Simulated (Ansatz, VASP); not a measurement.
# Cross-check of H11C5 (amorphous polyisobutylene at 400 K) between VASP and Ansatz, part 2 of 2

One calculation is typed for both programs; each brings its own data sets. How far apart do they land? The cell is taken from a series of runs on this material, whose earlier steps may have relaxed, scaled, displaced or heated it; both programs get it as it stands.

VASP 6.6.1 and Ansatz 0.2.0.

So far. Step 2 (Ansatz: single point, PBE): The run ends at a pressure of 4.42 GPa, with forces up to 6.8 eV/Å.

### 3. VASP: single point, PBE

Level of this step: PBE; plane waves and PAW (C, H) (VASP).

The same cell, functional, mesh and smearing now go to VASP, with its own data sets.

Lines of VASP's logs that name or quote its potential files are left out, and so is its time.

Input file INCAR:

```
SYSTEM = H11C5
PREC = Accurate
ENCUT = 600
EDIFF = 1E-06
NELM = 120
ISMEAR = -1
SIGMA = 0.05
LREAL = Auto
ALGO = Normal
GGA = PE
NBANDS = 112
LORBIT = 11
LWAVE = .FALSE.
LCHARG = .FALSE.
ISIF = 2
LASPH = .TRUE.
GGA_COMPAT = .FALSE.
EFERMI = MIDGAP
NCORE = 2
```

Input file POSCAR:

```
H11C5
1.0
    8.3182600000      0.0000000000      0.0000000000
    0.0000000000      8.3182600000      0.0000000000
    0.0000000000      0.0000000000      8.3182600000
C H
20 44
Direct
    0.5936000000      0.1665400000      0.1110600000
    0.6164100000      0.2212000000      0.2798400000
    0.5000500000      0.1847200000      0.4030700000
    0.5576800000      0.2224100000      0.5787600000
    0.4884900000      0.0079800000      0.4232500000
    0.3242100000      0.2429500000      0.3615200000
    0.2828900000      0.4239700000      0.3680900000
    0.2412500000      0.4784800000      0.5422800000
    0.1196600000      0.4405800000      0.2776200000
    0.4140800000      0.5419400000      0.2970100000
    0.1824500000      0.8958200000      0.0222700000
    0.1404100000      0.9054200000      0.8561700000
    0.9776800000      0.9775700000      0.8264500000
    0.9737800000      0.0134300000      0.6513500000
    0.9681600000      0.1395900000      0.9106900000
    0.8371200000      0.8658500000      0.8888300000
    0.8011200000      0.7044000000      0.8510100000
    0.9232900000      0.5600800000      0.8736500000
    0.6572000000      0.6421100000      0.9706800000
    0.7314500000      0.6949800000      0.6818100000
    0.4724300000      0.1890000000      0.0523400000
    0.6713000000      0.2240700000      0.0203800000
    0.6338200000      0.0492600000      0.0828100000
    0.7405200000      0.1662600000      0.3106900000
    0.6560600000      0.3449600000      0.2849300000
    0.4688100000      0.1848200000      0.6598600000
    0.6704300000      0.1842100000      0.6097600000
    0.5658800000      0.3535000000      0.5891900000
    0.6161400000      0.9609500000      0.4401000000
    0.4295100000      0.9426600000      0.5231000000
    0.4329300000      0.9474400000      0.3115900000
    0.2371100000      0.1650700000      0.4281600000
    0.2871900000      0.2158100000      0.2400600000
    0.2084100000      0.6069400000      0.5367700000
    0.3414100000      0.4648700000      0.6100400000
    0.1372000000      0.4144800000      0.5928300000
    0.1088500000      0.5664100000      0.2393700000
    0.1195200000      0.3853200000      0.1617300000
    0.0201000000      0.4079600000      0.3461300000
    0.4946100000      0.5738600000      0.3805100000
    0.4657400000      0.4843900000      0.1838400000
    0.3553400000      0.6504500000      0.2564900000
    0.2269900000      0.0056500000      0.0649000000
    0.0865400000      0.8625800000      0.0960600000
    0.2772300000      0.7908900000      0.0458100000
    0.2326800000      0.9802000000      0.8087000000
    0.1549900000      0.7891400000      0.7909600000
    0.9540000000      0.1404400000      0.6303300000
    0.0890800000      0.0111800000      0.5780900000
    0.8763800000      0.9635900000      0.5898600000
    0.9464300000      0.1215600000      0.0420500000
    0.8693400000      0.2065300000      0.8516800000
    0.0669100000      0.2109200000      0.9016700000
    0.8489000000      0.8671000000      0.0220000000
    0.7248400000      0.9351500000      0.8830200000
    0.9524800000      0.5539200000      0.0029200000
    0.0179100000      0.5731000000      0.7824700000
    0.8856800000      0.4374000000      0.8316700000
    0.6935400000      0.6549300000      0.1016700000
    0.5541400000      0.7075200000      0.9524500000
    0.6416900000      0.5117700000      0.9657900000
    0.8255900000      0.7157700000      0.5880900000
    0.6437900000      0.7858300000      0.6612100000
    0.6712900000      0.5714500000      0.6415600000
```

Input file KPOINTS:

```
Automatic mesh
0
Gamma
1 1 1
0 0 0
```

The projector-augmented-wave data sets are C and H (PBE family, release 64).

The run is started by

```sh
> mpirun -np 8 vasp_gam
```

Numbers of over 12 decimals in the logs are rounded to 6 here.

The log of the run:

```text
[banner, memory and clock lines left out]
running    8 mpi-ranks, on    1 nodes
[...]
LDA part: xc-table for (Slater+PW92), standard interpolation
 POSCAR, INCAR and KPOINTS ok, starting setup
[...]
entering main loop
       N       E                     dE             d eps       ncg     rms          rms(c)
DAV:   1     0.776618881808E+03    0.77662E+03   -0.65989E+04   224   0.112E+03
DAV:   2    -0.280174391312E+03   -0.10568E+04   -0.98578E+03   280   0.242E+02
DAV:   3    -0.375234661412E+03   -0.95060E+02   -0.94289E+02   296   0.736E+01
DAV:   4    -0.377506824695E+03   -0.22722E+01   -0.22672E+01   288   0.131E+01
[...]
DAV:  14    -0.339652409205E+03    0.30389E-04   -0.12445E-04   264   0.338E-02    0.142E-02
DAV:  15    -0.339652395474E+03    0.13731E-04   -0.22325E-05   256   0.151E-02    0.534E-03
DAV:  16    -0.339652394786E+03    0.68778E-06   -0.22340E-06   248   0.618E-03
   1 F= -.33965239E+03 E0= -.33965239E+03  d E =0.000000E+00
```

Parts of OUTCAR (step 3):

```text
  Total       17.1184249     14.8145599     14.9825890     -0.3195324      4.7085242      3.9602157
  in kB       47.6515368     41.2384056     41.7061381     -0.8894631     13.1068375     11.0238160
  external PRESSURE =      43.5320268 kB  Pullay stress =       0.0000000 kB

 POSITION                                       TOTAL-FORCE (eV/Angst)
 -----------------------------------------------------------------------------------
      4.93772      1.38532      0.92383        -1.346898      1.222905     -2.540455
      5.12746      1.84000      2.32778         4.341150      0.253768     -0.644641
      4.15955      1.53655      3.35284        -2.485332     -1.087041      2.753670
      4.63893      1.85006      4.81428        -1.768636      3.599861     -2.307848
      4.06339      0.06638      3.52070         0.688242     -3.993511     -1.905503
      2.69686      2.02092      3.00722         0.454389      0.384028      0.689522
      2.35315      3.52669      3.06187        -1.286638      0.336266      0.795496
      2.00678      3.98012      4.51083        -2.053789      0.724512     -2.397758
      0.99536      3.66486      2.30932         2.320838      1.824585     -1.060341
      3.44443      4.50800      2.47061        -3.275714     -2.759383     -3.464534
      1.51767      7.45166      0.18525         2.766411     -3.499082      2.043825
      1.16797      7.53152      7.12184         0.064094     -1.411155     -1.753960
      8.13260      8.13168      6.87463         0.247033     -0.469230     -0.132145
      8.10016      0.11171      5.41810         1.329591      1.685864     -1.927622
[...]
-----------------------------------------------------------------------------------
    total drift:                                0.003716      0.004251      0.001144

  FREE ENERGIE OF THE ION-ELECTRON SYSTEM (eV)
  ---------------------------------------------------
  free  energy   TOTEN  =      -339.6523947859 eV

  energy  without entropy=     -339.6523947859  energy(sigma->0) =     -339.65239479

[... 3 further parts left out ...]
[key lines of the parts left out:]
E-fermi :  -0.0839
```

The run ends at a pressure of 4.35 GPa, with forces up to 6.8 eV/Å.

### 4. Comparison

Known differences besides the potentials themselves: the cutoff is 420 eV in Ansatz and 600 eV in VASP (PREC = Accurate, projectors in real space). Total energies have different zeros and are not compared.

The two programs side by side:

```csv
quantity,Ansatz,VASP,difference
pressure (GPa),4.42,4.35,+0.06
gap on the k mesh (eV),5.391,5.390,+0.001
```

Forces on 8 of the 64 atoms, those with the largest forces and the largest differences (eV/Å; atoms numbered as in POSCAR):

```csv
atom,"Ansatz x, y, z","VASP x, y, z"
C2,"4.337, 0.244, -0.639","4.341, 0.254, -0.645"
C3,"-2.467, -1.110, 2.748","-2.485, -1.087, 2.754"
C4,"-1.775, 3.613, -2.314","-1.769, 3.600, -2.308"
C5,"0.695, -3.981, -1.911","0.688, -3.994, -1.906"
C10,"-3.289, -2.761, -3.483","-3.276, -2.759, -3.465"
C11,"2.760, -3.500, 2.015","2.766, -3.499, 2.044"
C16,"1.212, 3.804, 2.671","1.232, 3.831, 2.663"
C17,"-2.725, -6.174, -0.729","-2.724, -6.207, -0.722"
```

The forces differ by 11 meV/Å r.m.s., which is 0.7 % of the r.m.s. force of 1.454 eV/Å (both taken over all components). A gap on the mesh is an upper bound, since the band edges may lie between its points.

### 5. Summary of results

| Property | Result |
| --- | --- |
| r.m.s. force difference (single point, PBE) | 0.73 % of the r.m.s. force |

In words: The r.m.s. force difference is 0.73 % of the r.m.s. force (single point, PBE), within the 3 % picked in this series as the mark of a large difference. Such differences can come from data sets, numerical settings and the points named under the comparisons, not from the functional's error against experiment.

[Lines on the potential files, build, host, timing and source positions are cut from VASP's logs without a mark.]

[Logs are printed without paths, hosts, clocks, repeated set-up lines and the standing remarks that a program may print on its own settings, such as how far it seeks lower states.]

[Hosts, paths, dates, database ids (printed as entryN), source tags and the programs' standing remarks are cut or masked in the printed files.]
